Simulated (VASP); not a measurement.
## From one sheet to two: 1T-CaI2 monolayer

Aim: relax 1T-CaI2 monolayer, place its levels against the vacuum, then find how two sheets stack and bind.

Program: VASP 6.6.1. Level of theory: r2SCAN with rVV10; plane waves and PAW (Ca_pv, I). Results are calculated unless marked as measured.

## (1) Set-up

The cell holds 3 atoms: 1 Ca and 2 I. Cell: a = 4.540 Å, b = 4.540 Å, c = 22.000 Å, α = 90.0°, β = 90.0°, γ = 120.0°. Vacuum lies along c.

Coordinates:

```xyz
3
Lattice="4.5400 0.0000 0.0000 -2.2700 3.9318 0.0000 0.0000 0.0000 22.0000" Properties=species:S:1:pos:R:3
Ca    0.0000    0.0000   11.0000
I     0.0000    2.6212    9.2000
I     2.2700    1.3106   12.8000
```

## (2) Relaxing the monolayer

The sheet's cell relaxes in its plane with the atoms, while the vacuum is kept.

INCAR

```
SYSTEM = CaI2
PREC = Normal
ENCUT = 350
EDIFF = 1E-06
NELM = 120
ISMEAR = 0
SIGMA = 0.03
LREAL = .FALSE.
ALGO = Normal
METAGGA = R2SCAN
LUSE_VDW = .TRUE.
IVDW_NL = 2
BPARAM = 11.95
CPARAM = 0.0093
LASPH = .TRUE.
NBANDS = 17
LORBIT = 11
LWAVE = .FALSE.
LCHARG = .FALSE.
KPAR = 4
IBRION = 2
NSW = 50
ISIF = 3
EDIFFG = -0.015
POTIM = 0.4
IDIPOL = 3
LDIPOL = .TRUE.
DIPOL = 0.5 0.5 0.5
LATTICE_CONSTRAINTS = .TRUE. .TRUE. .FALSE.
```

POSCAR

```
CaI2
1.0
    4.5400000000      0.0000000000      0.0000000000
   -2.2700000000      3.9317553332      0.0000000000
    0.0000000000      0.0000000000     22.0000000000
Ca I
1 2
Direct
    0.0000000000      0.0000000000      0.5000000000
    0.3333333333      0.6666666667      0.4181818182
    0.6666666667      0.3333333333      0.5818181818
```

KPOINTS

```
Automatic mesh
0
Gamma
9 9 1
0 0 0
```

PAW data sets: Ca_pv and I (PBE family, release 64).

Launch:

```bash
$ mpirun -np 4 vasp_std
```

The program printed:

```text
[banner, memory and clock lines left out]
running    4 mpi-ranks, on    1 nodes
 distrk:  each k-point on    1 cores,    4 groups
 distr:  one band on    1 cores,    1 groups

 POSCAR found type information on POSCAR CaI
 POSCAR found :  2 types and       3 ions
|                                                                             |
|               ----> ADVICE to this user running VASP <----                  |
|                                                                             |
|     You have switched on vdW-DFT.                                           |
|     This routine was written and supplied by Jiri Klimes. We recommend      |
|     that you carefully read and cite the following publications:            |
|       J. Klimes, D.R. Bowler, A. Michelides                                 |
|          J. Phys.: Cond Matt. 22 022201 (2010)                              |
|       J. Klimes, D.R. Bowler, A. Michelides                                 |
|          Phys. Rev. B. 83, 195131 (2011)                                    |
|     and references therein.                                                 |
|                                                                             |

|                                                                             |
|               ----> ADVICE to this user running VASP <----                  |
|                                                                             |
|     You enforced a specific xc type in the INCAR file but a different       |
|     [... a line on the potential file left out ...]
|     I HOPE YOU KNOW WHAT YOU ARE DOING!                                     |
|                                                                             |

 LDA part: xc-table for (None), standard interpolation
 POSCAR, INCAR and KPOINTS ok, starting setup
 FFT: planning ... GRIDC
 FFT: planning ... GRID_SOFT
 FFT: planning ... GRID
 WAVECAR not read
 entering main loop
       N       E                     dE             d eps       ncg     rms          rms(c)
Total rVV10 correction in eV:      0.8207325    27.9806009
Total rVV10 correction in eV:      0.8207325    27.9806009
Total rVV10 correction in eV:      0.8207325    27.9806009
Total rVV10 correction in eV:      0.8207325    27.9806009
DAV:   1     0.107513210668E+03    0.10751E+03   -0.65264E+03   440   0.751E+02
DAV:   2    -0.370585811553E+02   -0.14457E+03   -0.13996E+03   566   0.199E+02
DAV:   3    -0.617660719666E+02   -0.24707E+02   -0.24429E+02   479   0.904E+01
DAV:   4    -0.632942031970E+02   -0.15281E+01   -0.15262E+01   638   0.274E+01
DAV:   5    -0.633440257545E+02   -0.49823E-01   -0.49740E-01   712   0.447E+00    0.446E+00
Total rVV10 correction in eV:      0.8290000    27.9816945
Total rVV10 correction in eV:      0.8290000    27.9816945
Total rVV10 correction in eV:      0.8290000    27.9816945
Total rVV10 correction in eV:      0.8290000    27.9816945
DAV:   6    -0.607945719546E+02    0.25495E+01   -0.54248E-01   531   0.666E+00    0.318E+00
Total rVV10 correction in eV:      0.8451017    27.9825121
Total rVV10 correction in eV:      0.8451017    27.9825121
Total rVV10 correction in eV:      0.8451017    27.9825121
Total rVV10 correction in eV:      0.8451017    27.9825121
DAV:   7    -0.608015075590E+02   -0.69356E-02   -0.13852E-01   640   0.261E+00    0.101E+00
Total rVV10 correction in eV:      0.8495682    27.9826526
Total rVV10 correction in eV:      0.8495682    27.9826526
Total rVV10 correction in eV:      0.8495682    27.9826526
Total rVV10 correction in eV:      0.8495682    27.9826526
DAV:   8    -0.608062713471E+02   -0.47638E-02   -0.11627E-02   672   0.876E-01    0.563E-01
Total rVV10 correction in eV:      0.8510722    27.9826519
Total rVV10 correction in eV:      0.8510722    27.9826519
Total rVV10 correction in eV:      0.8510722    27.9826519
Total rVV10 correction in eV:      0.8510722    27.9826519
DAV:   9    -0.608072802455E+02   -0.10089E-02   -0.52889E-04   696   0.187E-01    0.366E-01
Total rVV10 correction in eV:      0.8530728    27.9824745
Total rVV10 correction in eV:      0.8530728    27.9824745
Total rVV10 correction in eV:      0.8530728    27.9824745
Total rVV10 correction in eV:      0.8530728    27.9824745
DAV:  10    -0.608087521383E+02   -0.14719E-02   -0.54953E-04   471   0.169E-01    0.101E-01
Total rVV10 correction in eV:      0.8544498    27.9822932
Total rVV10 correction in eV:      0.8544498    27.9822932
Total rVV10 correction in eV:      0.8544498    27.9822932
Total rVV10 correction in eV:      0.8544498    27.9822932
DAV:  11    -0.608091266121E+02   -0.37447E-03   -0.32036E-04   600   0.110E-01    0.234E-02
Total rVV10 correction in eV:      0.8553895    27.9816889
Total rVV10 correction in eV:      0.8553895    27.9816889
Total rVV10 correction in eV:      0.8553895    27.9816889
Total rVV10 correction in eV:      0.8553895    27.9816889
DAV:  12    -0.608100508443E+02   -0.92423E-03   -0.38718E-04   549   0.990E-02    0.222E-02
Total rVV10 correction in eV:      0.8556733    27.9814508
Total rVV10 correction in eV:      0.8556733    27.9814508
Total rVV10 correction in eV:      0.8556733    27.9814508
Total rVV10 correction in eV:      0.8556733    27.9814508
DAV:  13    -0.608102618140E+02   -0.21097E-03   -0.25802E-05   688   0.382E-02    0.788E-03
Total rVV10 correction in eV:      0.8558367    27.9810705
Total rVV10 correction in eV:      0.8558367    27.9810705
Total rVV10 correction in eV:      0.8558367    27.9810705
Total rVV10 correction in eV:      0.8558367    27.9810705
DAV:  14    -0.608105902109E+02   -0.32840E-03   -0.32609E-05   550   0.316E-02    0.716E-03
Total rVV10 correction in eV:      0.8559001    27.9809044
Total rVV10 correction in eV:      0.8559001    27.9809044
Total rVV10 correction in eV:      0.8559001    27.9809044
Total rVV10 correction in eV:      0.8559001    27.9809044
DAV:  15    -0.608107216513E+02   -0.13144E-03   -0.83778E-06   592   0.189E-02    0.398E-03
Total rVV10 correction in eV:      0.8559122    27.9806408
Total rVV10 correction in eV:      0.8559122    27.9806408
Total rVV10 correction in eV:      0.8559122    27.9806408
Total rVV10 correction in eV:      0.8559122    27.9806408
DAV:  16    -0.608109199838E+02   -0.19833E-03   -0.24704E-05   508   0.218E-02    0.611E-03
Total rVV10 correction in eV:      0.8559067    27.9806217
Total rVV10 correction in eV:      0.8559067    27.9806217
Total rVV10 correction in eV:      0.8559067    27.9806217
Total rVV10 correction in eV:      0.8559067    27.9806217
DAV:  17    -0.608109261691E+02   -0.61853E-05   -0.38505E-07   504   0.513E-03    0.233E-03
Total rVV10 correction in eV:      0.8559008    27.9805858
[...]
1 F= -.60810939E+02 E0= -.60810939E+02  d E =-.608109E+02
 curvature:   0.00 expect dE= 0.000E+00 dE for cont linesearch  0.000E+00
 trial: gam= 0.00000 g(F)=  0.253E-02 g(S)=  0.150E-01 ort = 0.000E+00 (trialstep = 0.100E+01)
 search vector abs. value=  0.175E-01
 bond charge predicted
       N       E                     dE             d eps       ncg     rms          rms(c)
Total rVV10 correction in eV:      0.8554914    27.9805830
Total rVV10 correction in eV:      0.8554914    27.9805830
Total rVV10 correction in eV:      0.8554914    27.9805830
Total rVV10 correction in eV:      0.8554914    27.9805830
DAV:   1    -0.608530253190E+02   -0.42087E-01   -0.11522E+00   502   0.112E+01    0.974E-01
Total rVV10 correction in eV:      0.8524985    27.9808449
Total rVV10 correction in eV:      0.8524985    27.9808449
Total rVV10 correction in eV:      0.8524985    27.9808449
Total rVV10 correction in eV:      0.8524985    27.9808449
DAV:   2    -0.608319804541E+02    0.21045E-01   -0.63745E-02   559   0.212E+00    0.540E-01
Total rVV10 correction in eV:      0.8502687    27.9809078
Total rVV10 correction in eV:      0.8502687    27.9809078
Total rVV10 correction in eV:      0.8502687    27.9809078
Total rVV10 correction in eV:      0.8502687    27.9809078
DAV:   3    -0.608236807774E+02    0.82997E-02   -0.18700E-02   547   0.104E+00    0.201E-01
Total rVV10 correction in eV:      0.8499601    27.9808657
Total rVV10 correction in eV:      0.8499601    27.9808657
Total rVV10 correction in eV:      0.8499601    27.9808657
Total rVV10 correction in eV:      0.8499601    27.9808657
DAV:   4    -0.608233188361E+02    0.36194E-03   -0.11135E-03   718   0.312E-01    0.180E-01
Total rVV10 correction in eV:      0.8494267    27.9808250
Total rVV10 correction in eV:      0.8494267    27.9808250
Total rVV10 correction in eV:      0.8494267    27.9808250
Total rVV10 correction in eV:      0.8494267    27.9808250
DAV:   5    -0.608230871037E+02    0.23173E-03   -0.65082E-04   614   0.246E-01    0.496E-02
Total rVV10 correction in eV:      0.8494386    27.9807959
Total rVV10 correction in eV:      0.8494386    27.9807959
Total rVV10 correction in eV:      0.8494386    27.9807959
Total rVV10 correction in eV:      0.8494386    27.9807959
DAV:   6    -0.608231021613E+02   -0.15058E-04   -0.76159E-05   669   0.619E-02    0.242E-02
Total rVV10 correction in eV:      0.8494214    27.9807656
Total rVV10 correction in eV:      0.8494214    27.9807656
Total rVV10 correction in eV:      0.8494214    27.9807656
Total rVV10 correction in eV:      0.8494214    27.9807656
DAV:   7    -0.608231102544E+02   -0.80931E-05   -0.59290E-06   540   0.167E-02    0.163E-02
Total rVV10 correction in eV:      0.8494070    27.9807332
Total rVV10 correction in eV:      0.8494070    27.9807332
Total rVV10 correction in eV:      0.8494070    27.9807332
Total rVV10 correction in eV:      0.8494070    27.9807332
DAV:   8    -0.608231207083E+02   -0.10454E-04   -0.33486E-06   548   0.114E-02    0.180E-03
Total rVV10 correction in eV:      0.8494113    27.9807130
Total rVV10 correction in eV:      0.8494113    27.9807130
Total rVV10 correction in eV:      0.8494113    27.9807130
Total rVV10 correction in eV:      0.8494113    27.9807130
DAV:   9    -0.608231322732E+02   -0.11565E-04   -0.57212E-07   490   0.649E-03    0.150E-03
Total rVV10 correction in eV:      0.8494231    27.9806670
Total rVV10 correction in eV:      0.8494231    27.9806670
Total rVV10 correction in eV:      0.8494231    27.9806670
Total rVV10 correction in eV:      0.8494231    27.9806670
DAV:  10    -0.608231519457E+02   -0.19673E-04   -0.18641E-06   523   0.850E-03    0.942E-04
Total rVV10 correction in eV:      0.8494306    27.9806270
Total rVV10 correction in eV:      0.8494306    27.9806270
Total rVV10 correction in eV:      0.8494306    27.9806270
Total rVV10 correction in eV:      0.8494306    27.9806270
DAV:  11    -0.608231652038E+02   -0.13258E-04   -0.15204E-06   522   0.750E-03    0.173E-03
Total rVV10 correction in eV:      0.8494361    27.9805989
Total rVV10 correction in eV:      0.8494361    27.9805989
Total rVV10 correction in eV:      0.8494361    27.9805989
Total rVV10 correction in eV:      0.8494361    27.9805989
DAV:  12    -0.608231721671E+02   -0.69633E-05   -0.75210E-07   465   0.575E-03    0.846E-04
Total rVV10 correction in eV:      0.8494349    27.9805963
Total rVV10 correction in eV:      0.8494349    27.9805963
Total rVV10 correction in eV:      0.8494349    27.9805963
Total rVV10 correction in eV:      0.8494349    27.9805963
DAV:  13    -0.608231723216E+02   -0.15454E-06   -0.45950E-08   450   0.176E-03
Total rVV10 correction in eV:      0.8494316    27.9805822
Total rVV10 correction in eV:      0.8494316    27.9805822
Total rVV10 correction in eV:      0.8494316    27.9805822
Total rVV10 correction in eV:      0.8494316    27.9805822
Total rVV10 correction in eV:      0.8494332    27.9805864
Total rVV10 correction in eV:      0.8494332    27.9805864
Total rVV10 correction in eV:      0.8494332    27.9805864
Total rVV10 correction in eV:      0.8494332    27.9805864
   2 F= -.60823172E+02 E0= -.60823172E+02  d E =-.122337E-01
[...]
3 F= -.60825414E+02 E0= -.60825414E+02  d E =-.144750E-01
[...]
4 F= -.60825451E+02 E0= -.60825451E+02  d E =-.145124E-01
[...]
5 F= -.60825500E+02 E0= -.60825500E+02  d E =-.488058E-04
 ZBRENT: can't locate minimum, use default step
 trial-energy change:   -0.000049  1 .order   -0.000051   -0.000049   -0.000053
 step:   4.5088(harm=  4.5088)  dis= 0.00389  next Energy=   -60.825683 (dE=-0.232E-03)
 bond charge predicted
       N       E                     dE             d eps       ncg     rms          rms(c)
Total rVV10 correction in eV:      0.8451791    27.9805856
Total rVV10 correction in eV:      0.8451791    27.9805856
Total rVV10 correction in eV:      0.8451791    27.9805856
Total rVV10 correction in eV:      0.8451791    27.9805856
DAV:   1    -0.608255554662E+02   -0.54777E-04   -0.16645E-02   422   0.919E-01    0.579E-02
Total rVV10 correction in eV:      0.8453329    27.9805927
Total rVV10 correction in eV:      0.8453329    27.9805927
Total rVV10 correction in eV:      0.8453329    27.9805927
Total rVV10 correction in eV:      0.8453329    27.9805927
DAV:   2    -0.608256402841E+02   -0.84818E-04   -0.80806E-04   421   0.210E-01    0.375E-02
Total rVV10 correction in eV:      0.8454039    27.9805895
Total rVV10 correction in eV:      0.8454039    27.9805895
Total rVV10 correction in eV:      0.8454039    27.9805895
Total rVV10 correction in eV:      0.8454039    27.9805895
DAV:   3    -0.608256244855E+02    0.15799E-04   -0.50163E-05   620   0.685E-02    0.217E-02
Total rVV10 correction in eV:      0.8454843    27.9805892
Total rVV10 correction in eV:      0.8454843    27.9805892
Total rVV10 correction in eV:      0.8454843    27.9805892
Total rVV10 correction in eV:      0.8454843    27.9805892
DAV:   4    -0.608256142046E+02    0.10281E-04   -0.24183E-05   619   0.474E-02    0.925E-03
Total rVV10 correction in eV:      0.8455203    27.9805882
Total rVV10 correction in eV:      0.8455203    27.9805882
Total rVV10 correction in eV:      0.8455203    27.9805882
Total rVV10 correction in eV:      0.8455203    27.9805882
DAV:   5    -0.608256140354E+02    0.16914E-06   -0.42937E-06   528   0.182E-02
Total rVV10 correction in eV:      0.8455358    27.9805822
Total rVV10 correction in eV:      0.8455358    27.9805822
Total rVV10 correction in eV:      0.8455358    27.9805822
Total rVV10 correction in eV:      0.8455358    27.9805822
Total rVV10 correction in eV:      0.8455282    27.9805871
Total rVV10 correction in eV:      0.8455282    27.9805871
Total rVV10 correction in eV:      0.8455282    27.9805871
Total rVV10 correction in eV:      0.8455282    27.9805871
   6 F= -.60825614E+02 E0= -.60825614E+02  d E =-.163055E-03
 curvature:  -3.50 expect dE=-0.592E-04 dE for cont linesearch -0.590E-04
 trial: gam=-0.23096 g(F)=  0.156E-04 g(S)=  0.132E-05 ort = 0.271E-04 (trialstep = 0.180E+01)
 search vector abs. value=  0.674E-05
 reached required accuracy - stopping structural energy minimisation
```

The job ended after 5.9 min (4 MPI ranks of Intel Xeon 6975P-C (Granite Rapids), shared host; peak memory 2 GiB; 23 min of CPU time).

The logs omit lines about the potential files and the build; timing stands in the text.

From OUTCAR (step 2):

```text
ion  position               nearest neighbor table
   1  0.000  0.000  0.500-   2 3.18   3 3.18   3 3.18   2 3.18   3 3.18   2 3.18
   2  0.333  0.667  0.418-   1 3.18   1 3.18   1 3.18
   3  0.667  0.333  0.582-   1 3.18   1 3.18   1 3.18

  LATTYP: Found a hexagonal cell.
 ALAT       =     4.5400000000
 C/A-ratio  =     4.8458149780

 Subroutine GETGRP returns: Found 12 space group operations
 (whereof 12 operations were pure point group operations)

The static configuration has the point symmetry D_3d.

 Found     12 irreducible k-points:

   k-points           NKPTS =     12   k-points in BZ     NKDIM =     12   number of bands    NBANDS=     17

   dimension x,y,z NGX =    24 NGY =   24 NGZ =  108
   dimension x,y,z NGXF=    48 NGYF=   48 NGZF=  216

   ENCUT  =  350.0 eV  25.72 Ry    5.07 a.u.   6.93  6.93 33.56*2*pi/ulx,y,z

   NELECT =      22.0000    total number of electrons

 k-points in reciprocal lattice and weights: Automatic mesh
   0.00000000  0.00000000  0.00000000       0.012
   0.11111111  0.00000000  0.00000000       0.074
   0.22222222  0.00000000  0.00000000       0.074
   0.33333333  0.00000000  0.00000000       0.074
   0.44444444  0.00000000  0.00000000       0.074
   0.11111111  0.11111111  0.00000000       0.074
   0.22222222  0.11111111  0.00000000       0.148
   0.33333333  0.11111111  0.00000000       0.148
   0.44444444  0.11111111  0.00000000       0.074
   0.22222222  0.22222222  0.00000000       0.074
   0.33333333  0.22222222  0.00000000       0.148
   0.33333333  0.33333333  0.00000000       0.025

 dipolmoment           0.000000      0.000000     -0.000000 electrons x Angstroem

 average (electrostatic) potential at core
       1 -57.2852       2-103.3493       3-103.3493

 E-fermi :  -4.3096

 k-point     1 :       0.0000    0.0000    0.0000
  band No.  band energies     occupation
    ...
      7      -5.0780      2.00000
      8      -5.0779      2.00000
      9      -4.8623      2.00000
     10      -4.4463      2.00000
     11      -4.4463      2.00000
     12       0.7091      0.00000
     13       0.7420      0.00000
     14       0.7421      0.00000
     15       1.1821      0.00000
     16       1.6910      0.00000
    ...

 k-point     2 :       0.1111    0.0000    0.0000
  band No.  band energies     occupation
    ...
      7      -5.3603      2.00000
      8      -5.0940      2.00000
      9      -4.7515      2.00000
     10      -4.7402      2.00000
     11      -4.5267      2.00000
     12       0.5885      0.00000
     13       0.8778      0.00000
     14       0.9374      0.00000
     15       1.3838      0.00000
     16       1.5531      0.00000
    ...

 k-point     3 :       0.2222    0.0000    0.0000
  band No.  band energies     occupation
    ...
      7      -5.7786      2.00000
      8      -5.3255      2.00000
      9      -5.1316      2.00000
     10      -4.7453      2.00000
     11      -4.7181      2.00000
     12       0.3049      0.00000
     13       1.1825      0.00000
     14       1.1993      0.00000
     15       1.5521      0.00000
     16       1.9560      0.00000
    ...

  Total        0.0071645      0.0071645     -0.0602182      0.0000000      0.0000000     -0.0000000
  in kB        0.0301444      0.0301444     -0.2533651      0.0000000      0.0000000     -0.0000000
  external PRESSURE =      -0.0643588 kB  Pullay stress =       0.0000000 kB

  energy-cutoff  :      350.00
  volume of cell :      380.80
      direct lattice vectors                 reciprocal lattice vectors
     4.470632705 -0.000000000  0.000000000     0.223681986  0.129142855  0.000000000
    -2.235316352  3.871681493  0.000000000     0.000000000  0.258285709  0.000000000
     0.000000000  0.000000000 22.000000000     0.000000000  0.000000000  0.045454545

 POSITION                                       TOTAL-FORCE (eV/Angst)
 -----------------------------------------------------------------------------------
      0.00000      0.00000     11.00000         0.000000      0.000000      0.000000
     -0.00000      2.58112      9.21531         0.000000     -0.000000      0.014221
      2.23532      1.29056     12.78469        -0.000000      0.000000     -0.014221
 -----------------------------------------------------------------------------------
    total drift:                                0.000000      0.000000      0.000000

  FREE ENERGIE OF THE ION-ELECTRON SYSTEM (eV)
  ---------------------------------------------------
  free  energy   TOTEN  =       -60.8256140354 eV

  energy  without entropy=      -60.8256140354  energy(sigma->0) =      -60.82561404

 reached required accuracy - stopping structural energy minimisation

 vacuum level on the upper side and lower side of the slab         2.620         2.620

 total charge
# of ion       s       p       d       tot
------------------------------------------
    1        0.225   6.139   0.388   6.752
    2        1.498   2.883   0.007   4.387
    3        1.498   2.883   0.007   4.387
--------------------------------------------------
tot          3.221  11.904   0.402  15.527

[... 3 further parts left out ...]
```

The gap is read on the k-mesh alone, so it is an upper bound where the band edges lie off the mesh. The PAW data sets were made with PBE, which is usual practice but a small mismatch for other functionals. The run keeps the 12 symmetry operations of its start, so it cannot find a distortion of lower symmetry.

[end of part 1 of 8]

[Lines on the potential files, build, host, timing and source positions are cut from VASP's logs without a mark.]

[Logs are printed without paths, hosts, clocks, repeated set-up lines and the standing remarks that a program may print on its own settings, such as how far it seeks lower states.]

[Hosts, paths, dates, database ids (printed as entryN), source tags and the programs' standing remarks are cut or masked in the printed files.]

[Runs that stopped without an error message from VASP are left out.]
